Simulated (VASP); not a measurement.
Given:

```yaml
crystal:
  lattice:
    - [1.59204, -2.75750, 0.00000]
    - [1.59204, 2.75750, 0.00000]
    - [0.00000, 0.00000, 5.12575]
  atoms:
    - { symbol: Zr, position: [0.33333, 0.66667, 0.25000] }
    - { symbol: Zr, position: [0.66667, 0.33333, 0.75000] }
```

The numbers are results of PBE GGA with D3 dispersion (zero damping), VASP's PBE PAW potentials (set 64) (plane waves; VASP 6.6.1), not measurements. Run with 520 eV cut-off, 15×15×8 Γ-centred mesh, tetrahedra with Blöchl corrections, potentials Zr_sv.

**Question.** Tabulate the total density of states (states/eV per cell) against energy (eV; zero at the valence-band maximum or, without a gap, the Fermi level).

**Answer.** 
(E (eV), DOS (states/eV)): (-9.91, 0.00); (-9.69, 0.00); (-9.59, 0.00); (-9.37, 0.00); (-9.26, 0.00); (-9.04, 0.00); (-8.93, 0.00); (-8.71, 0.00); (-8.60, 0.00); (-8.38, 0.00); (-8.17, 0.00); (-8.06, 0.00); (-7.84, 0.00); (-7.73, 0.00); (-7.51, 0.00); (-7.40, 0.00); (-7.19, 0.00); (-7.08, 0.00); (-6.86, 0.00); (-6.64, 0.00); (-6.53, 0.00); (-6.31, 0.00); (-6.21, 0.00); (-5.99, 0.00); (-5.88, 0.00); (-5.66, 0.03); (-5.55, 0.07); (-5.33, 0.11); (-5.12, 0.14); (-5.01, 0.16); (-4.79, 0.20); (-4.68, 0.22); (-4.46, 0.25); (-4.35, 0.28); (-4.13, 0.32); (-4.03, 0.35); (-3.81, 0.42); (-3.59, 0.51); (-3.48, 0.58); (-3.26, 0.83); (-3.15, 1.49); (-2.94, 2.05); (-2.83, 2.05); (-2.61, 2.29); (-2.39, 2.56); (-2.28, 2.74); (-2.06, 2.64); (-1.95, 2.37); (-1.74, 1.85); (-1.63, 1.71); (-1.41, 2.35); (-1.30, 2.39); (-1.08, 2.82); (-0.86, 3.41); (-0.75, 3.70); (-0.54, 2.38); (-0.43, 1.27); (-0.21, 1.03); (-0.10, 1.34); (0.12, 3.44); (0.23, 3.86); (0.45, 3.27); (0.66, 3.28); (0.77, 3.32); (0.99, 3.35); (1.10, 3.55); (1.32, 3.90); (1.43, 3.75); (1.64, 2.41); (1.75, 2.05); (1.97, 1.38); (2.19, 1.14); (2.30, 1.07); (2.52, 0.97); (2.62, 0.92); (2.84, 0.80); (2.95, 0.74); (3.17, 0.65); (3.28, 0.63); (3.50, 0.58)
Within 2 eV below the Fermi level the largest weight inside VASP's projection spheres is Zr d.

The compound is Zr in the hcp structure. It was relaxed first.
